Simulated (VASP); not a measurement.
# TaAlO3 (R-3) in VASP: single point with r2SCAN

Aim: the single point of TaAlO3 with r2SCAN.

Everything below comes from runs of VASP 6.6.1. Logs are shortened: lines on timing, memory, paths and dates and some standing lists are left out, and cuts for length are marked.

### 1 The crystal as given

The structure is trigonal, space group R-3 (No. 148). The conventional cell has a = 4.880 Å, b = 4.880 Å, c = 15.023 Å, α = 90.00°, β = 90.00°, γ = 120.00°. Ta (site symmetry 3) is surrounded by 6 O at 2.15 to 2.17 Å. Al (site symmetry 3) has 6 O at 1.86 to 2.00 Å as nearest neighbours. Around O (site symmetry 1) lie 2 Al at 1.86 to 2.00 Å.

The cell was built by a generator and needn't be a form met in nature.

### 2 Single point, r2SCAN

INCAR reads:

```
PREC = Accurate ; ENCUT = 520
EDIFF = 1E-6 ; ISMEAR = 0
SIGMA = 0.1 ; LREAL = False
LASPH = True ; NELM = 150
ALGO = Normal ; ISIF = 2
LWAVE = False ; LCHARG = False
METAGGA = R2SCAN ; LMIXTAU = True
KPAR = 4
```

KPOINTS reads:

```
Automatic mesh
0
Gamma
  8 8 8
```

POSCAR reads:

```
TaAlO3
1.0
    2.4399670000      1.4087160000      5.0076100000
   -2.4399670000      1.4087160000      5.0076100000
    0.0000000000     -2.8174320000      5.0076100000
Ta Al O
2 2 6
Direct
    0.6572300000      0.6572300000      0.6572300000
    0.3427700000      0.3427700000      0.3427700000
    0.8463930000      0.8463930000      0.8463930000
    0.1536070000      0.1536070000      0.1536070000
    0.9362760000      0.2233330000      0.5593570000
    0.5593570000      0.9362760000      0.2233330000
    0.2233330000      0.5593570000      0.9362760000
    0.0637240000      0.7766670000      0.4406430000
    0.4406430000      0.0637240000      0.7766670000
    0.7766670000      0.4406430000      0.0637240000
```

Potentials or basis: VASP PAW PBE potentials, release 64 (Ta_pv, Al, O).

Launch:

```console
cat potpaw_PBE.64/Ta_pv/POTCAR potpaw_PBE.64/Al/POTCAR potpaw_PBE.64/O/POTCAR > POTCAR
mpirun -np 4 vasp_std > vasp.out
```

OUTCAR:

```text
PREC = Accurate
   ENCUT = 520
   EDIFF = 1E-6
   ISMEAR = 0
   LREAL = False
   LASPH = True
   NELM = 150
   ISIF = 2
   METAGGA = R2SCAN

 ion  position               nearest neighbor table
   1  0.657  0.657  0.657-   5 2.15   6 2.15   7 2.15   9 2.17  10 2.17   8 2.17   2 2.83   2 2.83
                             2 2.83   3 2.84
   2  0.343  0.343  0.343-   8 2.15   9 2.15  10 2.15   6 2.17   7 2.17   5 2.17   1 2.83   1 2.83
                             1 2.83   4 2.84
   3  0.846  0.846  0.846-   7 1.86   6 1.86   5 1.86   9 2.00  10 2.00   8 2.00   1 2.84   4 2.84
                             4 2.84   4 2.84
   4  0.154  0.154  0.154-  10 1.86   9 1.86   8 1.86   6 2.00   7 2.00   5 2.00   2 2.84   3 2.84
                             3 2.84   3 2.84
   5  0.936  0.223  0.559-   3 1.86   4 2.00   1 2.15   2 2.17
   6  0.559  0.936  0.223-   3 1.86   4 2.00   1 2.15   2 2.17
   7  0.223  0.559  0.936-   3 1.86   4 2.00   1 2.15   2 2.17
   8  0.064  0.777  0.441-   4 1.86   3 2.00   2 2.15   1 2.17
   9  0.441  0.064  0.777-   4 1.86   3 2.00   2 2.15   1 2.17
  10  0.777  0.441  0.064-   4 1.86   3 2.00   2 2.15   1 2.17

  LATTYP: Found a trigonal (rhomboedric) cell.
 ALAT       =     5.7457878173
 COS(alpha) =     0.6393392399

  Lattice vectors:

 A1 = (   2.4399670000,   1.4087160000,   5.0076100000)
 A2 = (  -2.4399670000,   1.4087160000,   5.0076100000)
 A3 = (   0.0000000000,  -2.8174320000,   5.0076100000)

Analysis of symmetry for initial positions (statically):
=====================================================================
 Subroutine PRICEL returns:
 Original cell was already a primitive cell.

 Routine SETGRP: Setting up the symmetry group for a
 trigonal (rhombohedral) supercell.

 Subroutine GETGRP returns: Found  6 space group operations
 (whereof  6 operations were pure point group operations)
 out of a pool of 12 trial point group operations.

The static configuration has the point symmetry S_6 .

Analysis of symmetry for dynamics (positions and initial velocities):
=====================================================================
 Subroutine PRICEL returns:
 Original cell was already a primitive cell.

 Routine SETGRP: Setting up the symmetry group for a
 trigonal (rhombohedral) supercell.

 Subroutine GETGRP returns: Found  6 space group operations
 (whereof  6 operations were pure point group operations)
 out of a pool of 12 trial point group operations.

The dynamic configuration has the point symmetry S_6 .

 Subroutine INISYM returns: Found  6 space group operations
 (whereof  6 operations are pure point group operations),
 and found     1 'primitive' translations

----------------------------------------------------------------------------------------

                                     Primitive cell

  volume of cell :     103.2736

  direct lattice vectors                    reciprocal lattice vectors
     2.439967000  1.408716000  5.007610000     0.204920804  0.118311048  0.066565354
    -2.439967000  1.408716000  5.007610000    -0.204920804  0.118311048  0.066565354
     0.000000000 -2.817432000  5.007610000     0.000000000 -0.236622097  0.066565354

  length of vectors
     5.745787817  5.745787817  5.745788108     0.245806807  0.245806807  0.245806759

  position of ions in fractional coordinates (direct lattice)
     0.657230000  0.657230000  0.657230000
     0.342770000  0.342770000  0.342770000
     0.846393000  0.846393000  0.846393000
     0.153607000  0.153607000  0.153607000
     0.936276000  0.223333000  0.559357000
     0.559357000  0.936276000  0.223333000
     0.223333000  0.559357000  0.936276000
     0.063724000  0.776667000  0.440643000
     0.440643000  0.063724000  0.776667000
     0.776667000  0.440643000  0.063724000

  ion indices of the primitive-cell ions
   primitive index   ion index
                 1           1
                 2           2
                 3           3
                 4           4
                 5           5
                 6           6
                 7           7
                 8           8
                 9           9
                10          10

----------------------------------------------------------------------------------------

 KPOINTS: Automatic mesh

Automatic generation of k-mesh.
 Grid dimensions read from file:
 generate k-points for:    8    8    8

 Generating k-lattice:

  Cartesian coordinates                     Fractional coordinates (reciprocal lattice)
     0.025615101  0.014788881  0.008320669     0.125000000 -0.000000000 -0.000000000
    -0.025615101  0.014788881  0.008320669    -0.000000000  0.125000000 -0.000000000
     0.000000000 -0.029577762  0.008320669    -0.000000000 -0.000000000  0.125000000

  Length of vectors
     0.030725851  0.030725851  0.030725845

  Shift w.r.t. Gamma in fractional coordinates (k-lattice)
     0.000000000  0.000000000  0.000000000

 Subroutine IBZKPT returns following result:
 ===========================================

 Found     90 irreducible k-points:

 Following reciprocal coordinates:
            Coordinates               Weight
  0.000000  0.000000  0.000000      1.000000
  0.125000 -0.000000 -0.000000      6.000000
  0.250000 -0.000000 -0.000000      6.000000
  0.375000 -0.000000  0.000000      6.000000
  0.500000 -0.000000 -0.000000      3.000000
  0.125000  0.125000  0.000000      6.000000
[... 16 lines left out ...]
 -0.375000  0.250000 -0.000000      6.000000
  0.375000 -0.000000 -0.250000      6.000000
 [... further k-points ...]
   k-points           NKPTS =     90   k-points in BZ     NKDIM =     90   number of bands    NBANDS=     38
   number of dos      NEDOS =    301   number of ions     NIONS =     10
   total plane-waves  NPLWV = 110592
   dimension x,y,z NGX =    48 NGY =   48 NGZ =   48
   dimension x,y,z NGXF=    96 NGYF=   96 NGZF=   96
   ions per type =               2   2   6
   NGX,Y,Z   is equivalent  to a cutoff of  13.89, 13.89, 13.89 a.u.
   NGXF,Y,Z  is equivalent  to a cutoff of  27.78, 27.78, 27.78 a.u.
 SYSTEM =  unknown system
   PREC   = accura    normal or accurate (medium, high low for compatibility)
   ISTART =      0    job   : 0-new  1-cont  2-samecut
   ICHARG =      2    charge: 1-file 2-atom 10-const
   ISPIN  =      1    spin polarized calculation?
   LNONCOLLINEAR =      F non collinear calculations
   LSORBIT =      F    spin-orbit coupling
   LASPH  =      T    aspherical Exc in radial PAW
   ENCUT  =  520.0 eV  38.22 Ry    6.18 a.u.  10.68 10.68 10.68*2*pi/ulx,y,z
   NELM   =    150;   NELMIN=  2; NELMDL= -5     # of ELM steps
   EDIFF  = 0.1E-05   stopping-criterion for ELM
   LREAL  =      F    real-space projection
   EDIFFG = 0.1E-04   stopping-criterion for IOM
   NSW    =      0    number of steps for IOM
   IBRION =     -1    ionic relax: 0-MD 1-quasi-New 2-CG
   NFREE  =      0    steps in history (QN), initial steepest desc. (CG)
   ISIF   =      2    stress and relaxation
   ISYM   =      2    0-nonsym 1-usesym 2-fastsym
   POTIM  = 0.5000    time-step for ionic-motion
   TEBEG  =    0.0;   TEEND  =   0.0 temperature during run
   PSTRESS=    0.0 pullay stress
   NELECT =      64.0000    total number of electrons
   NUPDOWN=      -1.0000    fix difference up-down
   EMIN   =  10.00;   EMAX   =-10.00  energy-range for DOS
   EFERMI =   0.00;   METHOD = LEGACY
   ISMEAR =     0;   SIGMA  =   0.10  broadening in eV -4-tet -1-fermi 0-gaus
   EFERMI_NEDOS =   21; number of points for ismear=-14 and -15
   IALGO  =     38    algorithm
   IMIX   =      4    mixing-type and parameters
     AMIX     =   0.40;   BMIX     =  1.00
     AMIX_MAG =   1.60;   BMIX_MAG =  1.00
  volume/ion in A,a.u.               =      10.33        69.69
  Fermi-wavevector in a.u.,A,eV,Ry     =   1.395742  2.637570 26.505447  1.948095
  Thomas-Fermi vector in A             =   2.519164
   LORBIT       =      0    0 simple, 1 ext, 2 COOP (PROOUT), +10 PAW based schemes
   METAGGA = R2SCAN    functional components
   LHFCALC =     F    Hartree Fock is set to
   AEXX    =    0.0000 exact exchange contribution
   IVDW    =     0    specifies the selected vdW correction
   LEPSILON=     F    determine dielectric tensor
   LRPA    =     F    only Hartree local field effects (RPA)
 non-spin polarized calculation
 Gauss-broadening in eV      SIGMA  =   0.10
  energy-cutoff  :      520.00
  volume of cell :      103.27
 maximum number of plane-waves:      2796
 NGX is ok and might be reduce to    48
   NGX = 21   NGY = 21   NGZ = 21

 number of electron      63.9999995 magnetization

 Free energy of the ion-electron system (eV)
  ---------------------------------------------------
  ext. energy  EPLUGINS =         0.00000000
  ---------------------------------------------------
  free energy    TOTEN  =      -173.68735680 eV

  energy without entropy =     -173.66333981  energy(sigma->0) =     -173.67534831

 E-fermi :   7.2979     XC(G=0): -12.4058

 val. band max:        7.2956504826   @ k =   0.3750  -0.1250  -0.2500
 cond. band min:       7.3129547154   @ k =  -0.2500   0.2500   0.2500
 fundamental gap:      0.0173042328
 Fermi energy:         7.2979493366

 k-point     1 :       0.0000    0.0000    0.0000
  band No.  band energies     occupation
      1     -29.6547      2.00000
      2     -29.6547      2.00000
      3     -29.5114      2.00000
      4     -29.2764      2.00000
      5     -29.0082      2.00000
      6     -29.0082      2.00000
[... 30 lines left out ...]
     37      10.9370      0.00000
     38      12.2395      0.00000

 k-point     2 :       0.1250   -0.0000   -0.0000
  band No.  band energies     occupation
      1     -29.6641      2.00000
      2     -29.6413      2.00000
      3     -29.4997      2.00000
      4     -29.2866      2.00000
      5     -29.0250      2.00000
      6     -28.9980      2.00000
[... 30 lines left out ...]
     37      10.9449      0.00000
     38      12.1846      0.00000
[... 859 lines left out ...]
     37      11.5383      0.00000
     38      12.2887      0.00000

 k-point    24 :       0.3750   -0.0000   -0.2500
  band No.  band energies     occupation
      1     -29.7397      2.00000
      2     -29.4688      2.00000
      3     -29.4121      2.00000
      4     -29.3387      2.00000
      5     -29.2465      2.00000
      6     -28.9175      2.00000
[... 30 lines left out ...]
     37      11.7425      0.00000
     38      12.0217      0.00000

 [... further k-points ...]
[... 5 lines left out ...]
  --------------------------------------------------------------------------------------
  -------------------------------------------------------------------------------------
  Total       -4.0594601     -4.0594624     -3.5286028      0.0000006      0.0000000      0.0000000
  in kB      -62.9781233    -62.9781586    -54.7424472      0.0000092      0.0000000      0.0000000
  external PRESSURE =     -60.2329097 kB  Pullay stress =       0.0000000 kB

 VOLUME and BASIS-vectors are now :
 -----------------------------------------------------------------------------
  energy-cutoff  :      520.00
  volume of cell :      103.27
      direct lattice vectors                 reciprocal lattice vectors
     2.439967000  1.408716000  5.007610000     0.204920804  0.118311048  0.066565354
    -2.439967000  1.408716000  5.007610000    -0.204920804  0.118311048  0.066565354
     0.000000000 -2.817432000  5.007610000     0.000000000 -0.236622097  0.066565354

 POSITION                                       TOTAL-FORCE (eV/Angst)
 -----------------------------------------------------------------------------------
      0.00000      0.00000      9.87345         0.000000     -0.000000      0.052006
      0.00000      0.00000      5.14938         0.000000     -0.000000     -0.052006
      0.00000      0.00000     12.71522         0.000000     -0.000000      0.005733
      0.00000      0.00000      2.30761         0.000000     -0.000000     -0.005733
      1.73956      0.05761      8.60791         0.133260     -0.009122     -0.124025
     -0.91967      1.47770      8.60791        -0.058731      0.119968     -0.124025
     -0.81989     -1.53531      8.60791        -0.074530     -0.110846     -0.124025
     -1.73956     -0.05761      6.41492        -0.133260      0.009122      0.124025
      0.91967     -1.47770      6.41492         0.058731     -0.119968      0.124025
      0.81989      1.53531      6.41492         0.074530      0.110846      0.124025
 -----------------------------------------------------------------------------------
    total drift:                               -0.000000     -0.000000      0.000000

  FREE ENERGIE OF THE ION-ELECTRON SYSTEM (eV)
  ---------------------------------------------------
  free  energy   TOTEN  =      -173.6873568011 eV

  energy  without entropy=     -173.6633398134  energy(sigma->0) =     -173.67534831
```

Wall time 11 min (4 MPI ranks of Intel Xeon Platinum 8559C (Emerald Rapids), shared host); peak memory 0.56 GiB.

Results:

```yaml
Free_energy: -173.6874 eV
Pressure: -6.0 GPa
Largest_force: 0.182 eV/Å
Band_gap_on_the_k_mesh: none (metal or under the smearing width)
```

Forces in eV/Å, atoms in the order of the input:
```
Ta   0.000  0.000  0.052
Ta   0.000  0.000 -0.052
Al   0.000  0.000  0.006
Al   0.000  0.000 -0.006
O    0.133 -0.009 -0.124
O   -0.059  0.120 -0.124
O   -0.075 -0.111 -0.124
O   -0.133  0.009  0.124
O    0.059 -0.120  0.124
O    0.075  0.111  0.124
```

Caveat: the PAW data sets were made with another functional, which shifts forces and pressure a little. The run has no spin-orbit coupling, so splittings on Ta are missing.
